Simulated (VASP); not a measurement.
Crystal: PtSe2.

```
Pt Se
1.0
     3.72400    0.00000    0.00000
    -1.86200    3.22508    0.00000
     0.00000    0.00000    5.31510
Pt Se
1 2
Direct
  0.00000 0.00000 0.00000
  0.33333 0.66667 0.23810
  0.66667 0.33333 0.76190
```

```yaml
Program: VASP 6.6.1
Task: relaxation of the atoms
Functional: PBE
Dispersion: D3(BJ)
Potentials_or_basis: VASP PAW PBE potentials, release 64 (Pt, Se)
Cutoff: 520 eV
k_mesh: 10 × 10 × 8
Occupations: gaussian, width 0.05 eV
Spin: no spin polarisation
```

At the start: pressure 2.6 GPa; volume 21.28 Å³/atom.

Task: Where does the relaxation end?

Result: Over 16 steps the energy falls by 11.2 meV/atom; space group P-3m1 (No. 164, to 0.05 Å).

Step by step:
| step | energy change (eV) | largest force (eV/Å) | pressure (GPa) |
| --- | --- | --- | --- |
| 1 | 0.0000 | 0.6348 | 2.63 |
| 2 | -0.0274 | 0.2660 | 0.67 |
| 3 | -0.0336 | 0.0061 | -0.77 |
| 4 | -0.0336 | 0.0056 | -0.73 |
| 5 | -0.0336 | 0.0058 | -0.73 |
| 6 | -0.0336 | 0.0057 | -0.73 |
| 7 | -0.0336 | 0.0058 | -0.73 |
| 8 | -0.0336 | 0.0058 | -0.73 |
| 9 | -0.0336 | 0.0058 | -0.73 |
| 10 | -0.0336 | 0.0058 | -0.73 |
| 11 | -0.0336 | 0.0058 | -0.73 |
| 12 | -0.0336 | 0.0057 | -0.73 |
| 13 | -0.0336 | 0.0056 | -0.73 |
| 14 | -0.0336 | 0.0054 | -0.73 |
| 15 | -0.0336 | 0.0051 | -0.73 |
| 16 | -0.0336 | 0.0048 | -0.73 |

Final structure:
```
CELL_PARAMETERS angstrom
3.72400 0.00000 0.00000
-1.86200 3.22508 0.00000
0.00000 0.00000 5.31510
ATOMIC_POSITIONS crystal
Pt 0.00000 0.00000 0.00000
Se 0.33333 0.66667 0.24821
Se 0.66667 0.33333 0.75179
```

Caveat: pairwise dispersion overbinds metals, which lowers pressure and volume.
